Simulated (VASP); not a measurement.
A run of VASP 6.6.1 is set up as follows.

Contents of INCAR:

```
SYSTEM = BH2F3
ALGO = Normal ; EDIFF = 1E-7
ENCUT = 520 ; GGA = PE
ISIF = 2 ; ISMEAR = -1
IVDW = 12 ; LASPH = .TRUE.
LCHARG = .TRUE. ; LELF = .TRUE.
LREAL = Auto ; LVHAR = .TRUE.
LWAVE = .FALSE. ; NBANDS = 86
NELM = 60 ; PREC = Accurate
SIGMA = 0.02
```

Contents of KPOINTS:

```
k-points
0
G
  1 1 1
  0 0 0
```

Contents of POSCAR:

```
BH2F3
1.0
    8.7197600000      0.0000000000      0.0000000000
    0.0000000000      8.7197600000      0.0000000000
    0.0000000000      0.0000000000      8.7197600000
B F H
5 15 10
Direct
    0.2100287164      0.7423140086      0.5706235034
    0.5901079846      0.0619856510      0.8162380616
    0.0511367285      0.8636132187      0.1096475132
    0.3382317862      0.2292608971      0.5075827775
    0.2912924209      0.4329706322      0.0109291999
    0.1394533795      0.8049304109      0.6901795462
    0.1401758764      0.7027716359      0.4372024001
    0.3627622779      0.7233226603      0.5758071323
    0.5592011707      0.1801655091      0.7273709368
    0.7345041607      0.0149086672      0.8223620834
    0.4740726809     -0.0125691533      0.8856551098
   -0.0206427700      0.9839032267      0.1817251851
    0.2005903832      0.8551382148      0.1178587484
   -0.0225923649      0.7612365478      0.0308494729
    0.4306081819      0.2967856913      0.4112154463
    0.2588259310      0.3092057580      0.6083194950
    0.3081506830      0.0849679349      0.4904148738
    0.2895607219      0.5408979146     -0.0969178051
    0.3833133022      0.3075313999     -0.0000344046
    0.2061065901      0.4460673230      0.1272397405
    0.8975361707      0.3906873584      0.7197101755
    0.8907928659      0.4649554575      0.6692156665
    0.5893052102      0.0626164023      0.2040193767
    0.6096498069      0.1301526648      0.1565180693
    0.1118838133      0.2037326715      0.8786939090
    0.0905300146      0.1992371350      0.7924644715
    0.7198707304      0.7224854813      0.5954636366
    0.7314880226      0.6479421452      0.6370244135
    0.8993710836      0.9380304045      0.5141196547
    0.9392804389      1.0177114966      0.5053808820
```

Potentials or basis: VASP PAW PBE potentials, release 64 (B, F, H).

Command:

```bash
$ cat potpaw_PBE.64/B/POTCAR potpaw_PBE.64/F/POTCAR potpaw_PBE.64/H/POTCAR > POTCAR
$ mpirun -np 1 vasp_gam > vasp.out
```

(1) Predict the pressure.

(2) Predict the dispersion energy per atom.

(3) What does it give for the largest force?

## Answers

(1) 0.1 GPa.

(2) -0.022 eV.

(3) 3.309 eV/Å.
